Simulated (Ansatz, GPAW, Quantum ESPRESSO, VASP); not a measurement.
# SrO (Fm-3m, 2 atoms in the cell) computed with different codes at matched settings

Self-consistent single point.

```xyz
2
Lattice="0.0000 2.5800 2.5800 2.5800 0.0000 2.5800 2.5800 2.5800 0.0000" Properties=species:S:1:pos:R:3 pbc="T T T"
Sr     0.0000     0.0000     0.0000
O      2.5800     2.5800     2.5800
```

Shared settings, as Ansatz (a program for electronic structure) writes them: kpoints.mp_grid.grid = 8 8 8; scf.occupations.method = fermi_dirac; scf.occupations.width = 0.05 eV. Potentials and cutoffs stand in the table.

```csv
code,model,gap on the mesh (eV),cutoff
Ansatz,"LDA (PW92), default PAW files made with PBE",3.164,default
Quantum ESPRESSO,"LDA (PZ), GBRV 1.5 ultrasoft (LDA) pseudopotentials",3.169,40 Ry
VASP,"LDA (PZ), VASP's LDA PAW potentials (set 64)",3.115,400 eV
GPAW,"LDA (Perdew-Wang 92), GPAW PAW datasets LDA (gpaw-data 1.0.1)",3.210,950 eV
```

Gaps are read on the mesh.

The spread over the programs that give each value: gap on the mesh within 0.095 eV.

The same LDA comes in different parametrisations, which differ slightly.

The starting cell has typed, rounded lattice constants, without a prior relaxation at this level.

Left out of this page: ABINIT, CP2K, Elk, FLEUR and SIESTA (not drawn, or without a comparable value).

Keys are those of Ansatz 0.2.
